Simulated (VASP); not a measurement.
An input for Quantum ESPRESSO's pw.x (written as the equivalent of a VASP run, and not itself run):

```
&CONTROL
  calculation = 'vc-relax'
  pseudo_dir = './pseudo'
  outdir = './out'
  tprnfor = .true.
  tstress = .true.
  nstep = 60
  forc_conv_thr = 0.00078
/
&SYSTEM
  ibrav = 0
  nat = 3
  ntyp = 1
  ecutwfc = 86
  occupations = 'smearing'
  smearing = 'gaussian'
  degauss = 0.003675
  input_dft = 'pbe'
  vdw_corr = 'grimme-d3'
  dftd3_version = 4
  dftd3_threebody = .false.
/
&ELECTRONS
  conv_thr = 7.3e-08
  electron_maxstep = 100
/
&IONS
/
&CELL
/
ATOMIC_SPECIES
  Se 78.971 Se.upf
CELL_PARAMETERS angstrom
     4.1247612    0.0000000    0.0000000
    -2.0623806    3.5721478   -0.0000000
     0.0000000    0.0000000    5.0627048
ATOMIC_POSITIONS crystal
  Se   0.2460729  0.0000000  0.3333330
  Se   1.0000000  0.2460729  0.6666670
  Se   0.7539271  0.7539271  0.0000000
K_POINTS automatic
  6 6 4 0 0 0
```

### Question
Translate this input to VASP (INCAR, KPOINTS, POSCAR, choice of POTCAR).

### Answer
Several could match; the one computed here: 
File POSCAR:
```
Se
1
    4.1247612008     0.0000000000     0.0000000000
   -2.0623806004     3.5721477777    -0.0000000000
    0.0000000000     0.0000000000     5.0627047942
Se
3
Direct
  0.2460729436   0.0000000000   0.3333330000
  1.0000000000   0.2460729436   0.6666670000
  0.7539270564   0.7539270564   0.0000000000
```

**INCAR**
```
SYSTEM = Se
PREC = Accurate
ENCUT = 400
EDIFF = 1E-6
NELM = 100
ALGO = Normal
LREAL = .FALSE.
LASPH = .TRUE.
ISMEAR = 0
SIGMA = 0.05
GGA = PE
IVDW = 12
LMAXMIX = 4
LWAVE = .FALSE.
LCHARG = .FALSE.
IBRION = 2
ISIF = 3
NSW = 60
EDIFFG = -0.02
```

**KPOINTS**
```
Automatic
0
Gamma
6 6 4
```

POTCAR, in this order: Se (PBE.64 set). Program: vasp_std.

What does not carry over: the potentials are each code's own (VASP's PAW set, PseudoDojo norm-conserving files in pw.x), so ENCUT and ecutwfc are chosen apart and not converted; conv_thr bounds pw.x's estimated SCF error, while EDIFF bounds the energy change between steps; forc_conv_thr acts on force components and is met together with etot_conv_thr.

The structure comes from a measured Se entry (P3_121) of the Crystallography Open Database, whose conditions weren't checked. This run relaxes it. Symmetry was kept, so distortions that lower it aren't found. The start is the result of an earlier pass.
